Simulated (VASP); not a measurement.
Input of a VASP 6.6.1 run:

The input INCAR:

```
SYSTEM = AlN
PREC = Accurate
ENCUT = 520
EDIFF = 1E-7
ISMEAR = 0
SIGMA = 0.02
LREAL = .FALSE.
LASPH = .TRUE.
NELM = 60
ALGO = Normal
ISIF = 3
LWAVE = .FALSE.
LCHARG = .FALSE.
GGA = PE
IVDW = 12
IBRION = 2
NSW = 80
EDIFFG = -0.002
KPAR = 4
```

Contents of KPOINTS:

```
Automatic mesh
0
G
  12 12 6
  0 0 0
```

File POSCAR:

```
AlN
1.0
    3.1130000000      0.0000000000      0.0000000000
   -1.5565000000      2.6959370800      0.0000000000
    0.0000000000      0.0000000000      4.9810000000
Al N
2 2
Direct
    0.3333333300      0.6666666700      0.0000000000
    0.6666666700      0.3333333300      0.5000000000
    0.3333333300      0.6666666700      0.3800000000
    0.6666666700      0.3333333300      0.8800000000
```

Potentials or basis: VASP PAW PBE potentials, release 64 (Al, N).

Launch:

```bash
$ cat potpaw_PBE.64/Al/POTCAR potpaw_PBE.64/N/POTCAR > POTCAR
$ mpirun -np 4 vasp_std > vasp.out
```

Problem. Estimate the relaxed volume.

Solution. 10.41 Å³/atom.

Problem. What does it give for the space group after relaxing (to 0.05 Å)?

Solution. P6_3mc (No. 186).

Problem. What does it give for the relaxed cell?

Solution. a = 3.108 Å, b = 3.108 Å, c = 4.977 Å, α = 90.00°, β = 90.00°, γ = 120.00°.

Final structure:
```
Al N
1.0
     3.10781    0.00000    0.00000
    -1.55390    2.69144    0.00000
     0.00000    0.00000    4.97696
Al N
2 2
Direct
  0.33333 0.66667 0.99908
  0.66667 0.33333 0.49908
  0.33333 0.66667 0.38092
  0.66667 0.33333 0.88092
```
